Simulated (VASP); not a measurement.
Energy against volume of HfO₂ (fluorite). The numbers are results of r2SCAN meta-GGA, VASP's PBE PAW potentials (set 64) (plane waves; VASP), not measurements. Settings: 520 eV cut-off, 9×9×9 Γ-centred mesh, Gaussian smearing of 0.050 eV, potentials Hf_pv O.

```json
[
 {"V (Å³/atom)": "10.307", "E (eV/atom)": "-22.84131"},
 {"V (Å³/atom)": "10.626", "E (eV/atom)": "-22.85083"},
 {"V (Å³/atom)": "10.944", "E (eV/atom)": "-22.84368"},
 {"V (Å³/atom)": "11.263", "E (eV/atom)": "-22.82233"}
]
```

Task: Fit these four points and predict the energy of the run at 9.988 Å³/atom.

Result: A cubic in V^(−2/3), the third-order Birch-Murnaghan form, passes through the four points with V0 = 10.64 Å³/atom and B0 = 277 GPa, and gives -22.8121 eV/atom there. The run gave -22.8124 eV/atom, -0.3 meV/atom from the fit; all five points give B0 = 276 GPa.

The compound is HfO2 in the fluorite structure, the high-temperature cubic form, which is unstable at 0 K; the monoclinic form is the stable one. It was relaxed first.
